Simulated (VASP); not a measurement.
A run of VASP 6.6.1:

Contents of INCAR:

```
PREC = Accurate
ENCUT = 520
EDIFF = 1E-6
ISMEAR = 0
SIGMA = 0.05
LREAL = False
LASPH = True
NELM = 60
ALGO = Fast
ISIF = 2
LWAVE = False
LCHARG = False
GGA = PS
IBRION = 2
NSW = 40
EDIFFG = -0.005
```

KPOINTS

```
Automatic mesh
0
Gamma
  8 8 5
```

POSCAR

```
LiTlF4
1.0
    3.5382367400      0.0000000000      0.0000000000
    0.0000000000      3.5382367400      0.0000000000
    0.0000000000      0.0000000000      5.9925864300
Li Tl F
1 1 4
Direct
    0.5000000000      0.5000000000      0.5000000000
    0.0000000000      0.0000000000      0.0000000000
    0.0000000000      0.0000000000      0.6049659800
    0.5000000000      0.5000000000      0.1051210000
    0.5000000000      0.5000000000      0.8948790000
    0.0000000000      0.0000000000      0.3950340200
```

Potentials or basis: VASP PAW PBE potentials, release 64 (Li_sv, Tl_d, F).

Run with:

```sh
$ cat potpaw_PBE.64/Li_sv/POTCAR potpaw_PBE.64/Tl_d/POTCAR potpaw_PBE.64/F/POTCAR > POTCAR
$ mpirun -np 1 vasp_std > vasp.out
```

Hardware: 1 thread of Intel(R) Xeon(R) 6975P-C (Granite Rapids) (shared host).

Estimate the wall time of this run.

Run time: 14 min on 1 thread of Intel(R) Xeon(R) 6975P-C (Granite Rapids), on a shared host, peak memory 0.25 GiB. Counts: scf iterations 261, k points 45, ion steps 16.
